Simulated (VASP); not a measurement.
Data:

```xyz
2
Lattice="0.0000 2.7280 2.7280 2.7280 0.0000 2.7280 2.7280 2.7280 0.0000" Properties=species:S:1:pos:R:3 pbc="T T T"
Pb     0.0000     0.0000     0.0000
O      1.3640     1.3640     1.3640
```

Calculation: PBEsol GGA, VASP's PBE PAW potentials (set 64) (plane waves; VASP). Settings: 620 eV cut-off, 8×8×8 Γ-centred mesh, Gaussian smearing of 0.050 eV, potentials Pb_d O.

Energy and stress use the plane-wave basis of the starting cell.

Q: The ions, cell shape and volume at an external pressure of 10.0 GPa are relaxed. Predict the relaxed structure.

A: 
```xyz
2
Lattice="0.0000 2.6817 2.6817 2.6817 0.0000 2.6817 2.6817 2.6817 0.0000" Properties=species:S:1:pos:R:3 pbc="T T T"
Pb     0.0000     0.0000     0.0000
O      1.3408     1.3408     1.3408
```
Space group F-43m (216), at a tolerance of 0.03 Å.

Q: How do energy and volume change from the first to the last step?

A: The energy (σ→0) changes by +47.0 meV/atom and the volume by -5.0 %, in 3 ionic steps.

The structure was generated: PbO was put into the zinc blende type (F-43m), which need not be its known phase. This run relaxes it under an external pressure of 10 GPa. Symmetry was kept, so distortions that lower it aren't found.
